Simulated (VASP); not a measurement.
Output of a VASP run:

File OSZICAR:
```
       N       E                     dE             d eps       ncg     rms          rms(c)
DAV:   1     0.378959857038E+02    0.37896E+02   -0.10279E+04  2160   0.112E+03
DAV:   2    -0.201308526314E+02   -0.58027E+02   -0.56845E+02  2680   0.237E+02
DAV:   3    -0.217421978158E+02   -0.16113E+01   -0.15931E+01  2872   0.277E+01
DAV:   4    -0.217564045964E+02   -0.14207E-01   -0.14203E-01  2470   0.323E+00
DAV:   5    -0.217566104484E+02   -0.20585E-03   -0.20584E-03  2896   0.316E-01    0.674E+01
DAV:   6    -0.212082259656E+02    0.54838E+00   -0.50014E-01  2266   0.535E+00    0.399E+01
DAV:   7    -0.210129886602E+02    0.19524E+00   -0.82260E-01  2284   0.659E+00    0.201E+00
DAV:   8    -0.210034301080E+02    0.95586E-02   -0.53628E-02  2374   0.179E+00    0.293E-01
DAV:   9    -0.210035327024E+02   -0.10259E-03   -0.11686E-03  2968   0.267E-01    0.213E-01
DAV:  10    -0.210035248377E+02    0.78647E-05   -0.44598E-05  2444   0.550E-02    0.258E-01
DAV:  11    -0.210035250306E+02   -0.19291E-06   -0.50687E-06  2674   0.174E-02
   1 F= -.21003525E+02 E0= -.21003311E+02  d E =-.210035E+02
       N       E                     dE             d eps       ncg     rms          rms(c)
DAV:   1    -0.210036992554E+02   -0.17442E-03   -0.53632E-03  2236   0.637E-01    0.182E-01
DAV:   2    -0.210035670056E+02    0.13225E-03   -0.26818E-04  2440   0.136E-01    0.449E-02
DAV:   3    -0.210035247242E+02    0.42281E-04   -0.67755E-05  2512   0.632E-02    0.192E-02
DAV:   4    -0.210035175123E+02    0.72119E-05   -0.15364E-05  2602   0.308E-02    0.160E-02
DAV:   5    -0.210035163944E+02    0.11179E-05   -0.10247E-06  1808   0.697E-03    0.245E-03
DAV:   6    -0.210035163733E+02    0.21099E-07   -0.11825E-07  1400   0.261E-03
   2 F= -.21003516E+02 E0= -.21003308E+02  d E =0.865729E-05
       N       E                     dE             d eps       ncg     rms          rms(c)
DAV:   1    -0.210036038746E+02   -0.87480E-04   -0.22366E-03  2152   0.411E-01    0.113E-01
DAV:   2    -0.210035492302E+02    0.54644E-04   -0.11214E-04  2290   0.879E-02    0.295E-02
DAV:   3    -0.210035322263E+02    0.17004E-04   -0.26900E-05  2464   0.399E-02    0.117E-02
DAV:   4    -0.210035293909E+02    0.28354E-05   -0.67558E-06  2560   0.205E-02    0.967E-03
DAV:   5    -0.210035296694E+02   -0.27848E-06   -0.42338E-07  1280   0.476E-03
   3 F= -.21003530E+02 E0= -.21003318E+02  d E =-.463882E-05
```

OUTCAR:
```
------------------------ aborting loop because EDIFF is reached ----------------------------------------
  FORCE on cell =-STRESS in cart. coord.  units (eV):
  Direction    XX          YY          ZZ          XY          YZ          ZX
  --------------------------------------------------------------------------------------
  Total        0.0005234      0.0005234     -0.0156564      0.0000000     -0.0000000      0.0000000
  in kB        0.0194634      0.0194634     -0.5822167      0.0000000     -0.0000000      0.0000000
  external PRESSURE =      -0.1810966 kB  Pullay stress =       0.0000000 kB
  volume of cell :       43.08
      direct lattice vectors                 reciprocal lattice vectors
     1.578503674 -2.734048526  0.000000000     0.316755677 -0.182878978 -0.000000000
     1.578503674  2.734048526 -0.000000000     0.316755677  0.182878978  0.000000000
     0.000000000 -0.000000000  4.991569118    -0.000000000  0.000000000  0.200337805
 POSITION                                       TOTAL-FORCE (eV/Angst)
 -----------------------------------------------------------------------------------
      1.57850      0.91135      1.24789        -0.000000     -0.000000      0.000000
      1.57850     -0.91135      3.74368         0.000000      0.000000      0.000000
 -----------------------------------------------------------------------------------
    total drift:                                0.000004      0.000177     -0.000016
  FREE ENERGIE OF THE ION-ELECTRON SYSTEM (eV)
  ---------------------------------------------------
  free  energy   TOTEN  =       -21.0035296694 eV

  energy  without entropy=      -21.0028932977  energy(sigma->0) =      -21.00331755

 reached required accuracy - stopping structural energy minimisation
```
(Selected blocks of OUTCAR.)

**POSCAR**
```
Hf
1
    1.5781302037    -2.7334016569     0.0000000000
    1.5781302037     2.7334016569     0.0000000000
    0.0000000000    -0.0000000000     4.9914298850
Hf
2
Direct
  0.3333330000   0.6666670000   0.2500000000
  0.6666670000   0.3333330000   0.7500000000
```

Write an INCAR and KPOINTS that could have produced this output.

This is not unique; one that fits is the input of the run itself, PBEsol GGA, plane waves, VASP's PBE PAW potentials (set 64).

### INCAR
```
SYSTEM=Hf
PREC=Accurate; ENCUT=400; LREAL=.FALSE.
LASPH=.TRUE.
EDIFF=1E-6; NELM=100; ALGO=Normal
LMAXMIX=6
ISMEAR=1; SIGMA=0.1
GGA=PS
IBRION=2; NSW=60; ISIF=3
EDIFFG=-0.01
LWAVE=.FALSE.; LCHARG=.FALSE.
```

KPOINTS:
```
Automatic mesh
0
Gamma
12 12 7
0 0 0
```

POTCAR, in this order: Hf_pv (PBE.64 set). Program: vasp_std.

The compound is Hf in the hcp structure. This run relaxes it. Symmetry was kept, so distortions that lower it aren't found. The start is the result of an earlier pass.
